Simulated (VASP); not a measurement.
## Bulk modulus of zinc-blende III-V compounds: PBEsol against PBE

VASP (plane waves, PAW); cells keep the symmetry of their structure type. Static lattice, from a third-order Birch-Murnaghan fit over five volumes at each level.

Here x stands for PBE B0 and y for PBEsol B0.

| solid | PBE B0 (GPa) | PBEsol B0 (GPa) | cut-off (eV) |
|---|---|---|---|
| InSb | 36.8 | 42.8 | 520 |
| InAs | 48.5 | 55.6 | 520 |
| GaAs | 59.6 | 69.2 | 520 |
| AlAs | 67.3 | ? | 520 |
| GaP | 76.3 | 84.7 | 520 |
| BAs | 131.9 | 140.7 | 520 |
| BP | 161.7 | 168.8 | 520 |
| GaN | 169.8 | 187.8 | 520 |
| AlN | 193.7 | 201.6 | 520 |

Using a straight line, estimate the missing y at x = 67.3 from the other rows, showing the fit.

With u = x - 110, the rows have u = -73.20, -61.50, -50.40, -33.70, 21.90, 51.70, 59.80, 83.70. Means: u -0.21250, y 118.90. About the means, the sum of products is 27220 and the sum of squares of u is 26550; the slope is their ratio. Least squares gives y = 119.12 + 1.02524·u. Residuals (row less fit): -1.27, -0.47, 1.75, 0.13, -0.87, -3.32, 7.37, -3.33; standard error 3.70 (degrees of freedom: 6). The slope is 1.03 with a standard error of 0.023. At the withheld row, u = -42.70, so y = 119.12 + 1.02524 × (-42.70) = 75.34 GPa. The calculation gives 72.2 GPa, 3.14 GPa below the prediction (2.0 % of the range of y in the table). The row lies between fitted rows. From the scatter of the fitted rows alone, a prediction at this place has a standard error of 4.04 GPa, so the miss is 0.8 times that.

GaN is here a metastable form; wurtzite is the usual one. AlN is here a metastable form; wurtzite is the usual one. The rows are a random draw from the solids of this series computed here; series whose standard error about the line passes 12 to 30 % of the range of y, or with no trend, aren't shown in this form.
